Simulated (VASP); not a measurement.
Computed with PW91 GGA, VASP's PBE PAW potentials (set 64) (plane waves; VASP).

The input files of a VASP run:

### INCAR
```
ALGO=Normal
EDIFF=1E-7
EDIFFG=-0.01
ENCUT=520
GGA=91
IBRION=2
ISIF=4
ISMEAR=1
LASPH=.TRUE.
LCHARG=.FALSE.
LMAXMIX=4
LREAL=.FALSE.
LWAVE=.FALSE.
NELM=100
NSW=30
PREC=Accurate
SIGMA=0.1
SYSTEM=Zn
```

### KPOINTS
```
Regular mesh
0
G
16 16 8
```

POSCAR:
```
Zn
1
    1.3643730585    -2.3631639000     0.0000000000
    1.3643730585     2.3631639000     0.0000000000
    0.0000000000     0.0000000000     4.9805236530
Zn
2
Direct
  0.3333330000   0.6666670000   0.2500000000
  0.6666670000   0.3333330000   0.7500000000
```

POTCAR, in this order: Zn (PBE.64 set). Program: vasp_std.

Output of the run:

OSZICAR:
```
       N       E                     dE             d eps       ncg     rms          rms(c)
DAV:   1     0.959472350487E+02    0.95947E+02   -0.12877E+04  4872   0.232E+03
DAV:   2     0.363580755296E+00   -0.95584E+02   -0.94344E+02  4880   0.299E+02
DAV:   3    -0.238011732163E+01   -0.27437E+01   -0.27405E+01  5992   0.620E+01
DAV:   4    -0.238837155410E+01   -0.82542E-02   -0.82539E-02  5680   0.352E+00
DAV:   5    -0.238838442914E+01   -0.12875E-04   -0.12875E-04  5880   0.113E-01    0.348E+00
DAV:   6    -0.221209365224E+01    0.17629E+00   -0.90216E-01  4960   0.206E+01    0.268E+00
DAV:   7    -0.220468649679E+01    0.74072E-02   -0.26578E-02  5992   0.295E+00    0.141E+00
DAV:   8    -0.220086275687E+01    0.38237E-02   -0.17976E-03  6184   0.683E-01    0.454E-02
DAV:   9    -0.220087565980E+01   -0.12903E-04   -0.23459E-04  6752   0.221E-01    0.347E-02
DAV:  10    -0.220087991221E+01   -0.42524E-05   -0.20095E-05  5280   0.561E-02    0.280E-03
DAV:  11    -0.220087968210E+01    0.23012E-06   -0.21124E-07  4824   0.828E-03    0.159E-03
DAV:  12    -0.220087938920E+01    0.29290E-06   -0.37213E-08  3024   0.257E-03    0.569E-05
DAV:  13    -0.220087939795E+01   -0.87516E-08   -0.76281E-09  2848   0.105E-03
   1 F= -.22008794E+01 E0= -.22008128E+01  d E =-.220088E+01
       N       E                     dE             d eps       ncg     rms          rms(c)
DAV:   1    -0.222785222517E+01   -0.26973E-01   -0.50664E-01  5576   0.685E+00    0.970E-01
DAV:   2    -0.221288008989E+01    0.14972E-01   -0.14947E-02  5144   0.234E+00    0.586E-01
DAV:   3    -0.220467111514E+01    0.82090E-02   -0.10283E-02  6624   0.181E+00    0.596E-02
DAV:   4    -0.220477418616E+01   -0.10307E-03   -0.13208E-03  5056   0.438E-01    0.406E-02
DAV:   5    -0.220477211923E+01    0.20669E-05   -0.16248E-05  5840   0.931E-02    0.750E-03
DAV:   6    -0.220477144455E+01    0.67469E-06   -0.20068E-06  5760   0.253E-02    0.137E-03
DAV:   7    -0.220477143649E+01    0.80599E-08   -0.93519E-08  3376   0.288E-03
   2 F= -.22047714E+01 E0= -.22047972E+01  d E =-.389204E-02
       N       E                     dE             d eps       ncg     rms          rms(c)
DAV:   1    -0.222508245145E+01   -0.20311E-01   -0.39509E-01  5528   0.604E+00    0.857E-01
DAV:   2    -0.221303287427E+01    0.12050E-01   -0.11681E-02  5152   0.207E+00    0.517E-01
DAV:   3    -0.220650378576E+01    0.65291E-02   -0.84011E-03  6672   0.160E+00    0.543E-02
DAV:   4    -0.220658331208E+01   -0.79526E-04   -0.10382E-03  4992   0.386E-01    0.367E-02
DAV:   5    -0.220658141265E+01    0.18994E-05   -0.12496E-05  5904   0.843E-02    0.617E-03
DAV:   6    -0.220658095301E+01    0.45965E-06   -0.15914E-06  5672   0.230E-02    0.106E-03
DAV:   7    -0.220658095774E+01   -0.47316E-08   -0.69613E-08  3120   0.241E-03
   3 F= -.22065810E+01 E0= -.22065872E+01  d E =-.570156E-02
       N       E                     dE             d eps       ncg     rms          rms(c)
DAV:   1    -0.228060145408E+01   -0.74021E-01   -0.15820E+00  5576   0.121E+01    0.171E+00
DAV:   2    -0.223217183802E+01    0.48430E-01   -0.47724E-02  5152   0.389E+00    0.103E+00
DAV:   3    -0.220605897942E+01    0.26113E-01   -0.35468E-02  6440   0.307E+00    0.110E-01
DAV:   4    -0.220635678882E+01   -0.29781E-03   -0.40531E-03  5024   0.761E-01    0.768E-02
DAV:   5    -0.220634617186E+01    0.10617E-04   -0.59493E-05  5664   0.153E-01    0.111E-02
DAV:   6    -0.220634399038E+01    0.21815E-05   -0.75982E-06  5640   0.488E-02    0.182E-03
DAV:   7    -0.220634399929E+01   -0.89144E-08   -0.32771E-07  5184   0.708E-03
   4 F= -.22063440E+01 E0= -.22062941E+01  d E =-.546460E-02
       N       E                     dE             d eps       ncg     rms          rms(c)
DAV:   1    -0.222542147246E+01   -0.19077E-01   -0.39347E-01  5528   0.604E+00    0.852E-01
DAV:   2    -0.221351548373E+01    0.11906E-01   -0.10952E-02  5168   0.199E+00    0.513E-01
DAV:   3    -0.220713202428E+01    0.63835E-02   -0.81391E-03  6520   0.157E+00    0.538E-02
DAV:   4    -0.220721569866E+01   -0.83674E-04   -0.11024E-03  5000   0.411E-01    0.362E-02
DAV:   5    -0.220721376587E+01    0.19328E-05   -0.11973E-05  5912   0.750E-02    0.646E-03
DAV:   6    -0.220721351846E+01    0.24741E-06   -0.90445E-07  5600   0.210E-02    0.118E-03
DAV:   7    -0.220721348843E+01    0.30030E-07   -0.26530E-07  3904   0.834E-03
   5 F= -.22072135E+01 E0= -.22072787E+01  d E =-.633409E-02
```

File OUTCAR:
```
------------------------ aborting loop because EDIFF is reached ----------------------------------------
  FORCE on cell =-STRESS in cart. coord.  units (eV):
  Direction    XX          YY          ZZ          XY          YZ          ZX
  --------------------------------------------------------------------------------------
  Total       -0.6298367     -0.6298369     -0.6418116     -0.0000000      0.0000000      0.0000000
  in kB      -31.4200276    -31.4200380    -32.0174077     -0.0000000      0.0000000      0.0000000
  external PRESSURE =     -31.6191578 kB  Pullay stress =       0.0000000 kB
  volume of cell :       32.12
      direct lattice vectors                 reciprocal lattice vectors
     1.348088592 -2.334958317 -0.000000000     0.370895506 -0.214136585  0.000000000
     1.348088592  2.334958317 -0.000000000     0.370895506  0.214136585  0.000000000
    -0.000000000  0.000000000  5.101576697     0.000000000  0.000000000  0.196017831
 POSITION                                       TOTAL-FORCE (eV/Angst)
 -----------------------------------------------------------------------------------
      1.34809      0.77832      1.27539         0.000000     -0.000000      0.000000
      1.34809     -0.77832      3.82618        -0.000000      0.000000      0.000000
 -----------------------------------------------------------------------------------
    total drift:                                0.000000      0.000080      0.000003
  FREE ENERGIE OF THE ION-ELECTRON SYSTEM (eV)
  ---------------------------------------------------
  free  energy   TOTEN  =        -2.2072134884 eV

  energy  without entropy=       -2.2074091150  energy(sigma->0) =       -2.20727870

 reached required accuracy - stopping structural energy minimisation
```
(Selected blocks of OUTCAR.)

**CONTCAR**
```
Zn
   1.00000000000000
     1.3480885915513314   -2.3349583169977448   -0.0000000000000000
     1.3480885915513314    2.3349583169977448   -0.0000000000000000
    -0.0000000000000000    0.0000000000000000    5.1015766967920193
  Zn
     2
Direct
     0.3333330000000032    0.6666669999999968    0.2500000000000000
     0.6666669999999968    0.3333330000000032    0.7500000000000000
```

The compound is Zn in the hcp structure. This cell is one point of a volume scan, at 1.06 of the reference volume. Symmetry was kept, so distortions that lower it aren't found.
